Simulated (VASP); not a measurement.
Consider the following.

```xyz
4
Lattice="2.0770 -3.5975 0.0000 2.0770 3.5975 0.0000 0.0000 0.0000 6.7465" Properties=species:S:1:pos:R:3 pbc="T T T"
Cd     2.0770    -1.1992     3.3731
Cd     2.0770     1.1992     6.7463
S      2.0770    -1.1992     5.9167
S      2.0770     1.1992     2.5435
```

Method: r2SCAN+rVV10, VASP's PBE PAW potentials (set 64) (plane waves; VASP 6.6.1). Run with 520 eV cut-off, 7×7×4 Γ-centred mesh, tetrahedra with Blöchl corrections, potentials Cd S.

The cores are frozen, which limits the accuracy of field gradients.

**Question.** Give the principal components of the electric field gradient (V/Å²) and the asymmetry η at each nucleus.

**Answer.** 
```json
[
 {"atom": "Cd1", "Vxx": "-1.9", "Vyy": "-1.9", "Vzz": "3.7", "η": "0.00"},
 {"atom": "Cd2", "Vxx": "-1.9", "Vyy": "-1.9", "Vzz": "3.7", "η": "0.00"},
 {"atom": "S3", "Vxx": "0.2", "Vyy": "0.2", "Vzz": "-0.4", "η": "-"},
 {"atom": "S4", "Vxx": "0.2", "Vyy": "0.2", "Vzz": "-0.4", "η": "-"}
]
```

The compound is CdS in the wurtzite structure. It was relaxed first.
